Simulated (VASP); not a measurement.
Al2GaP3:

```
Al Ga P
1.0
     5.62751    0.00000    0.00000
    -2.81375    4.87356    0.00000
     0.00000    0.00000    4.41615
Al Ga P
2 1 3
Direct
  0.33333 0.66667 0.50000
  0.66667 0.33333 0.50000
  0.00000 0.00000 0.50000
  0.50000 0.00000 0.00000
  0.00000 0.50000 0.00000
  0.50000 0.50000 0.00000
```

The cell was built by a generator and needn't be a form met in nature.

```yaml
Program: VASP 6.6.1
Task: relaxation of cell and atoms
Functional: PBE
Potentials_or_basis: VASP PAW PBE potentials, release 64 (Al, Ga_d, P)
Cutoff: 520 eV
k_mesh: 3 × 3 × 3
Occupations: gaussian, width 0.15 eV
Spin: no spin polarisation
```

At the start: pressure -5.9 GPa; volume 20.19 Å³/atom.

**Question.** How do energy, volume and symmetry change on relaxing?

**Answer.** Over 4 steps the energy falls by 56.6 meV/atom and the volume is 18.02 Å³/atom (-10.7 %); space group P6/mmm (No. 191, to 0.05 Å).

Step by step:
```tsv
step	energy change (eV)	largest force (eV/Å)	pressure (GPa)	volume (Å³)
1	0.0000	0.0000	-5.88	121.12
2	-0.3392	0.0000	-0.19	108.53
3	-0.3396	0.0000	0.72	107.83
4	-0.3398	0.0000	0.19	108.15
```

Final structure:
```xyz
6
Lattice="5.4941 0.0000 0.0000 -2.7470 4.7580 0.0000 0.0000 0.0000 4.1372" Properties=species:S:1:pos:R:3 pbc="T T T"
Al    0.0000    3.1720    2.0686
Al    2.7470    1.5860    2.0686
Ga    0.0000    0.0000    2.0686
P     2.7470    0.0000    0.0000
P    -1.3735    2.3790    0.0000
P     1.3735    2.3790    0.0000
```

Caveat: the k mesh is coarse (spacing up to 0.47 Å⁻¹), so the values aren't converged.
